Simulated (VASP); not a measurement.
OSZICAR of a VASP run on Mg$_{4}$Te$_{3}$S (space group Pmm2):

File OSZICAR:
```
       N       E                     dE             d eps       ncg     rms          rms(c)
DAV:   1     0.115509084702E+03    0.11551E+03   -0.95728E+03  1008   0.962E+02
DAV:   2    -0.194428359332E+02   -0.13495E+03   -0.12948E+03  1479   0.152E+02
DAV:   3    -0.303203969064E+02   -0.10878E+02   -0.10844E+02  1238   0.494E+01
DAV:   4    -0.305743072921E+02   -0.25391E+00   -0.25374E+00  1373   0.912E+00
DAV:   5    -0.305776415337E+02   -0.33342E-02   -0.33340E-02  1203   0.106E+00    0.614E+00
DAV:   6    -0.295270616900E+02    0.10506E+01   -0.19854E+00  1138   0.559E+00    0.453E+00
DAV:   7    -0.293919074602E+02    0.13515E+00   -0.85067E-01  1168   0.370E+00    0.244E+00
DAV:   8    -0.293860449479E+02    0.58625E-02   -0.64987E-02  1336   0.151E+00    0.363E-01
DAV:   9    -0.293870367092E+02   -0.99176E-03   -0.19322E-02  1183   0.697E-01    0.255E-01
DAV:  10    -0.293871349683E+02   -0.98259E-04   -0.40629E-03  1213   0.283E-01    0.933E-02
DAV:  11    -0.293872677828E+02   -0.13281E-03   -0.48160E-04  1188   0.117E-01    0.719E-02
DAV:  12    -0.293873185363E+02   -0.50754E-04   -0.70807E-05  1208   0.436E-02    0.406E-02
DAV:  13    -0.293873088215E+02    0.97148E-05   -0.86082E-05  1374   0.461E-02    0.414E-03
DAV:  14    -0.293873120823E+02   -0.32608E-05   -0.24104E-05  1163   0.219E-02    0.103E-02
DAV:  15    -0.293873123112E+02   -0.22887E-06   -0.38797E-07  1215   0.367E-03    0.526E-03
DAV:  16    -0.293873122106E+02    0.10063E-06   -0.76798E-07  1296   0.432E-03    0.867E-04
DAV:  17    -0.293873122248E+02   -0.14273E-07   -0.30593E-07  1129   0.232E-03
   1 F= -.29387312E+02 E0= -.29387312E+02  d E =0.000000E+00
```

Q: Which electronic solver shows in the log?

A: It is blocked Davidson (ALGO = Normal, or the opening steps of other solvers). The INCAR had ALGO = Normal.

Q: Can the final energy be trusted as converged?

A: Self-consistency was reached. It stopped with EDIFF = 1E-7, NELM = 100 (PBEsol GGA, plane waves, VASP's PBE PAW potentials (set 64)).

The structure comes from a computed database's Mg4Te3S entry (Pmm2); how it stands against other phases isn't given here. It was relaxed first.
